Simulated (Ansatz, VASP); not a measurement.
# Te (Tellurium): VASP beside Ansatz

Wanted: the spread between two codes on one cell, functional and k mesh. The cell is taken from a series of runs on this material, whose earlier steps may have relaxed, scaled, displaced or heated it; both programs get it as it stands.

Method: plane waves, with VASP 6.6.1 beside it; zone-centre phonons at LDA, in Ansatz 0.2.0.

**1. The structure**

The structure is trigonal, space group P3_121 (No. 152). Conventional cell: a = 4.362 Å, b = 4.362 Å, c = 5.930 Å, α = 90.00°, β = 90.00°, γ = 120.00°. Nearest to Te lie 2 Te at 2.89 Å.

**2. VASP: zone-centre phonons, LDA**

Second derivatives magnify differences that forces hide, and they need a tight electronic threshold.

Lines of VASP's logs that name or quote its potential files are left out, and so is its time.

INCAR

```
SYSTEM = Te
PREC = Accurate
ENCUT = 500
EDIFF = 1E-08
NELM = 120
ISMEAR = 1
SIGMA = 0.2
LREAL = .FALSE.
ALGO = Normal
GGA = PW92
NBANDS = 15
LORBIT = 11
LWAVE = .FALSE.
LCHARG = .FALSE.
ISIF = 2
IBRION = 8
LASPH = .TRUE.
GGA_COMPAT = .FALSE.
KPAR = 2
```

POSCAR

```
Te
1.0
    4.3619427738      0.0000000000      0.0000000000
   -2.1809713869      3.7775532520      0.0000000000
    0.0000000000      0.0000000000      5.9296978714
Te
3
Direct
    0.2790382617      1.0000000000      0.3333333333
    0.0000000000      0.2790382617      0.6666666667
    0.7209617383      0.7209617383      0.0000000000
```

KPOINTS

```
Automatic mesh
0
Gamma
12 12 8
0 0 0
```

Potentials, in the order of the species: Te (LDA family, release 64).

On the command line:

```
> mpirun -np 2 vasp_std
```

Numbers of over 12 decimals in the logs are rounded to 6 here.

What it wrote:

```text
[banner, memory and clock lines left out]
running    2 mpi-ranks, on    1 nodes
 distrk:  each k-point on    1 cores,    2 groups
 distr:  one band on    1 cores,    1 groups

 POSCAR found type information on POSCAR Te
 POSCAR found :  1 types and       3 ions
|                                                                             |
|               ----> ADVICE to this user running VASP <----                  |
|                                                                             |
|     You enforced a specific xc type in the INCAR file but a different       |
|     [... a line on the potential file left out ...]
|     I HOPE YOU KNOW WHAT YOU ARE DOING!                                     |
|                                                                             |

 LDA part: xc-table for (Slater(with rela. corr.)+PW92), standard interpolation
 POSCAR, INCAR and KPOINTS ok, starting setup
 FFT: planning ... GRIDC
 FFT: planning ... GRID_SOFT
 FFT: planning ... GRID
 WAVECAR not read
 entering main loop
       N       E                     dE             d eps       ncg     rms          rms(c)
DAV:   1     0.723088820584E+02    0.72309E+02   -0.64056E+03  3930   0.933E+02
DAV:   2    -0.645188966669E+01   -0.78761E+02   -0.74950E+02  5288   0.140E+02
DAV:   3    -0.113363689365E+02   -0.48845E+01   -0.48410E+01  4602   0.397E+01
DAV:   4    -0.114247769730E+02   -0.88408E-01   -0.88352E-01  5811   0.630E+00
DAV:   5    -0.114261535067E+02   -0.13765E-02   -0.13765E-02  5020   0.690E-01    0.128E+01
DAV:   6    -0.113966283031E+02    0.29525E-01   -0.15849E-02  4980   0.734E-01    0.800E+00
DAV:   7    -0.113857307067E+02    0.10898E-01   -0.33270E-02  4483   0.102E+00    0.298E-01
DAV:   8    -0.113850942551E+02    0.63645E-03   -0.55736E-03  4434   0.434E-01    0.143E-01
DAV:   9    -0.113851095187E+02   -0.15264E-04   -0.16285E-04  5470   0.892E-02    0.790E-02
DAV:  10    -0.113851058060E+02    0.37126E-05   -0.14523E-05  5025   0.237E-02    0.855E-03
DAV:  11    -0.113851051536E+02    0.65239E-06   -0.27316E-06  4903   0.995E-03    0.308E-03
DAV:  12    -0.113851051472E+02    0.64159E-08   -0.37308E-07  5169   0.364E-03    0.152E-03
DAV:  13    -0.113851051526E+02   -0.53639E-08   -0.22739E-08  4088   0.950E-04
   1 F= -.11385105E+02 E0= -.11385954E+02  d E =0.254643E-02
 Linear response reoptimize wavefunctions to high precision
DAV:   1    -0.113851051523E+02    0.24625E-09   -0.44502E-09  4768   0.440E-04
DAV:   2    -0.113851051524E+02   -0.39790E-10   -0.31132E-10  2854   0.127E-04
 Linear response DOF=           3
 Linear response progress:
  Degree of freedom:   1/  3
       N       E                     dE             d eps       ncg     rms          rms(c)
RMM:   1    -0.474346263603E-01   -0.47435E-01    0.35817E-02 21866   0.105E+00
RMM:   2    -0.459214808452E-01    0.15131E-02   -0.23975E-03 15039   0.281E-01    0.982E-02
RMM:   3    -0.458540672387E-01    0.67414E-04   -0.89994E-05 15952   0.599E-02    0.675E-02
RMM:   4    -0.457868703712E-01    0.67197E-04   -0.19800E-05 16320   0.231E-02    0.153E-02
RMM:   5    -0.457857213270E-01    0.11490E-05   -0.54920E-07 16493   0.548E-03    0.667E-03
RMM:   6    -0.457908379909E-01   -0.51167E-05   -0.27530E-07 16370   0.247E-03    0.130E-03
RMM:   7    -0.457904274410E-01    0.41055E-06    0.11118E-07 16730   0.616E-04    0.455E-04
RMM:   8    -0.457897703889E-01    0.65705E-06    0.99247E-08 16454   0.194E-04    0.142E-04
RMM:   9    -0.457898202309E-01   -0.49842E-07   -0.13982E-07 17241   0.559E-05    0.712E-05
RMM:  10    -0.457898214106E-01   -0.11796E-08   -0.12298E-09 17268   0.226E-05    0.182E-05
 first order change of Fermi-energy   0.30615E+00
 force on displaced ion       1 direction 1 :  -2.776   0.000   0.000
 Linear response progress:
  Degree of freedom:   2/  3
       N       E                     dE             d eps       ncg     rms          rms(c)
RMM:   1    -0.486909236414E-01   -0.48691E-01    0.29753E-02 40087   0.105E+00
RMM:   2    -0.472871787479E-01    0.14037E-02   -0.24522E-03 27409   0.278E-01    0.745E-02
RMM:   3    -0.471563189209E-01    0.13086E-03   -0.11078E-04 28920   0.626E-02    0.483E-02
RMM:   4    -0.470673124896E-01    0.89006E-04   -0.32509E-05 29256   0.268E-02    0.143E-02
RMM:   5    -0.470649652695E-01    0.23472E-05   -0.16795E-06 29871   0.685E-03    0.733E-03
RMM:   6    -0.470718608884E-01   -0.68956E-05   -0.30131E-07 29749   0.224E-03    0.103E-03
RMM:   7    -0.470717521106E-01    0.10878E-06    0.11058E-07 30589   0.498E-04    0.572E-04
RMM:   8    -0.470713642388E-01    0.38787E-06    0.63061E-08 30524   0.184E-04    0.148E-04
RMM:   9    -0.470714180861E-01   -0.53847E-07   -0.14746E-07 31304   0.503E-05    0.198E-05
RMM:  10    -0.470714217338E-01   -0.36477E-08   -0.27279E-08 31096   0.243E-05    0.158E-05
 first order change of Fermi-energy   0.60992E-04
 force on displaced ion       1 direction 2 :  -0.001  -2.363  -0.518
 Linear response progress:
  Degree of freedom:   3/  3
       N       E                     dE             d eps       ncg     rms          rms(c)
RMM:   1    -0.584757375304E-01   -0.58476E-01    0.42611E-02 42043   0.108E+00
RMM:   2    -0.556077521317E-01    0.28680E-02   -0.30301E-03 27468   0.305E-01    0.232E-01
RMM:   3    -0.553698463206E-01    0.23791E-03   -0.45311E-04 28755   0.926E-02    0.156E-01
RMM:   4    -0.553241277377E-01    0.45719E-04   -0.18701E-05 29235   0.249E-02    0.772E-02
RMM:   5    -0.553084077086E-01    0.15720E-04   -0.72918E-06 29903   0.139E-02    0.386E-03
RMM:   6    -0.553105190503E-01   -0.21113E-05   -0.38441E-07 29944   0.323E-03    0.248E-03
RMM:   7    -0.553122056603E-01   -0.16866E-05   -0.12082E-07 30255   0.111E-03    0.512E-04
RMM:   8    -0.553121944108E-01    0.11249E-07    0.66907E-08 30756   0.309E-04    0.225E-04
RMM:   9    -0.553123096624E-01   -0.11525E-06   -0.38207E-08 30888   0.930E-05    0.477E-05
RMM:  10    -0.553123822603E-01   -0.72598E-07   -0.82168E-08 31245   0.350E-05    0.964E-06
RMM:  11    -0.553123921571E-01   -0.98968E-08   -0.74774E-09 31750   0.157E-05    0.229E-06
 first order change of Fermi-energy   0.19013E-04
 force on displaced ion       1 direction 3 :  -0.002  -0.518  -4.881
 Linear response finished
```

OUTCAR, selected parts (step 2):

```text
ion  position               nearest neighbor table
   1  0.279  0.000  0.333-   3 2.89   2 2.89   3 3.38   3 3.38   2 3.38   2 3.38
   2  0.000  0.279  0.667-   3 2.89   1 2.89   3 3.38   3 3.38   1 3.38   1 3.38
   3  0.721  0.721  0.000-   1 2.89   2 2.89   1 3.38   2 3.38   2 3.38   1 3.38

  LATTYP: Found a hexagonal cell.
 ALAT       =     4.3619427738
 C/A-ratio  =     1.3594167046

 Subroutine GETGRP returns: Found  6 space group operations
 (whereof  2 operations were pure point group operations)

The static configuration has the point symmetry C_2 .
 The point group associated with its full space group is D_3 .

 Found    131 irreducible k-points:

   k-points           NKPTS =    131   k-points in BZ     NKDIM =    131   number of bands    NBANDS=     15

   dimension x,y,z NGX =    32 NGY =   32 NGZ =   48
   dimension x,y,z NGXF=    64 NGYF=   64 NGZF=   96

   ENCUT  =  500.0 eV  36.75 Ry    6.06 a.u.   7.95  7.95 10.81*2*pi/ulx,y,z

   NELECT =      18.0000    total number of electrons

 k-points in reciprocal lattice and weights: Automatic mesh
   0.00000000  0.00000000  0.00000000       0.001
   0.08333333  0.00000000  0.00000000       0.005
   0.16666667  0.00000000  0.00000000       0.005
   0.25000000  0.00000000  0.00000000       0.005
   0.33333333  0.00000000  0.00000000       0.005
   0.41666667 -0.00000000  0.00000000       0.005
   0.50000000  0.00000000  0.00000000       0.003
   0.08333333  0.08333333  0.00000000       0.005
   0.16666667  0.08333333  0.00000000       0.010
[...]
0.33333333  0.25000000  0.50000000       0.010
   0.33333333  0.33333333  0.50000000       0.002

 average (electrostatic) potential at core
       1 -89.4104       2 -89.4104       3 -89.4104

  Total       -0.7252890     -0.7252890     -0.6979510     -0.0000000      0.0000000      0.0000000
  in kB      -11.8931957    -11.8931957    -11.4449100     -0.0000000      0.0000000      0.0000000
  external PRESSURE =     -11.7437672 kB  Pullay stress =       0.0000000 kB

  energy-cutoff  :      500.00
  volume of cell :       97.71
      direct lattice vectors                 reciprocal lattice vectors
     4.361942774  0.000000000  0.000000000     0.229255644  0.132360808  0.000000000
    -2.180971387  3.777553252  0.000000000     0.000000000  0.264721616  0.000000000
     0.000000000  0.000000000  5.929697871     0.000000000  0.000000000  0.168642656

 POSITION                                       TOTAL-FORCE (eV/Angst)
 -----------------------------------------------------------------------------------
      1.21715      0.00000      1.97657         0.024132      0.000000     -0.000000
     -0.60857      1.05408      3.95313        -0.012066      0.020899      0.000000
      1.57240      2.72347      0.00000        -0.012066     -0.020899      0.000000
 -----------------------------------------------------------------------------------
    total drift:                               -0.000000     -0.000000      0.000000

 Eigenvectors and eigenvalues of the dynamical matrix
 ----------------------------------------------------

   1 f  =    3.818135 THz    23.990050 2PiTHz  127.359275 cm-1    15.790531 meV
             X         Y         Z           dx          dy          dz
      1.217149  0.000000  1.976566     0.063607   -0.132759   -0.712038
     -0.608574  1.054082  3.953132    -0.146779    0.011328    0.651382
      1.572397  2.723471  0.000000     0.083198    0.121484    0.060656

   2 f  =    3.818135 THz    23.990050 2PiTHz  127.359275 cm-1    15.790531 meV
             X         Y         Z           dx          dy          dz
      1.217149  0.000000  1.976566     0.132795    0.063590    0.341056
     -0.608574  1.054082  3.953132    -0.011293   -0.146796    0.446115
      1.572397  2.723471  0.000000    -0.121449    0.083181   -0.787171

   3 f  =    3.060274 THz    19.228268 2PiTHz  102.079750 cm-1    12.656270 meV
             X         Y         Z           dx          dy          dz
      1.217149  0.000000  1.976566     0.577350    0.000000    0.000000
     -0.608574  1.054082  3.953132    -0.288675    0.500000    0.000000
      1.572397  2.723471  0.000000    -0.288675   -0.500000   -0.000000

   4 f  =    2.644621 THz    16.616641 2PiTHz   88.215047 cm-1    10.937267 meV
             X         Y         Z           dx          dy          dz
      1.217149  0.000000  1.976566     0.000000   -0.577350    0.000144
     -0.608574  1.054082  3.953132     0.500000    0.288675    0.000144
      1.572397  2.723471  0.000000    -0.500000    0.288675    0.000144

   5 f  =    2.455140 THz    15.426103 2PiTHz   81.894671 cm-1    10.153641 meV
             X         Y         Z           dx          dy          dz
      1.217149  0.000000  1.976566    -0.444550   -0.337696    0.125947
     -0.608574  1.054082  3.953132    -0.070204    0.553843    0.080605
      1.572397  2.723471  0.000000     0.514718   -0.216120   -0.206552

   6 f  =    2.455140 THz    15.426103 2PiTHz   81.894671 cm-1    10.153641 meV
             X         Y         Z           dx          dy          dz
      1.217149  0.000000  1.976566     0.337714   -0.444526    0.165790
     -0.608574  1.054082  3.953132    -0.553825   -0.070180   -0.191968
      1.572397  2.723471  0.000000     0.216138    0.514742    0.026178

   7 f/i=    0.000145 THz     0.000913 2PiTHz    0.004849 cm-1     0.000601 meV
             X         Y         Z           dx          dy          dz
      1.217149  0.000000  1.976566     0.572651   -0.073364   -0.000003
     -0.608574  1.054082  3.953132     0.572678   -0.073343   -0.000017
      1.572397  2.723471  0.000000     0.572682   -0.073377    0.000020

   8 f/i=    0.000145 THz     0.000913 2PiTHz    0.004849 cm-1     0.000601 meV
             X         Y         Z           dx          dy          dz
      1.217149  0.000000  1.976566    -0.073358   -0.572690   -0.000021
     -0.608574  1.054082  3.953132    -0.073379   -0.572663    0.000013
      1.572397  2.723471  0.000000    -0.073345   -0.572658    0.000008

   9 f/i=    0.000661 THz     0.004155 2PiTHz    0.022058 cm-1     0.002735 meV
             X         Y         Z           dx          dy          dz
      1.217149  0.000000  1.976566    -0.000000    0.000144    0.577350
     -0.608574  1.054082  3.953132    -0.000125   -0.000072    0.577350
      1.572397  2.723471  0.000000     0.000125   -0.000072    0.577350

 ELASTIC MODULI CONTR FROM IONIC RELAXATION (kBar)
 Direction    XX          YY          ZZ          XY          YZ          ZX
 --------------------------------------------------------------------------------
 XX        -231.2485    -79.2891   -189.4277      0.0000   -110.0605      0.0000
 YY         -79.2891   -231.2485   -189.4277      0.0000    110.0605      0.0000
 ZZ        -189.4277   -189.4277   -231.1014      0.0000      0.0000     -0.0000
 XY           0.0000      0.0000      0.0000    -76.3346      0.0000   -107.2078
 YZ        -110.0605    110.0605      0.0000     -0.0000   -178.8528     -0.0000
 ZX           0.0000      0.0000      0.0000   -107.2078      0.0000   -172.0272
 --------------------------------------------------------------------------------
```

[end of part 1 of 2]

[Lines on the potential files, build, host, timing and source positions are cut from VASP's logs without a mark.]

[Logs are printed without paths, hosts, clocks, repeated set-up lines and the standing remarks that a program may print on its own settings, such as how far it seeks lower states.]

[Hosts, paths, dates, database ids (printed as entryN), source tags and the programs' standing remarks are cut or masked in the printed files.]
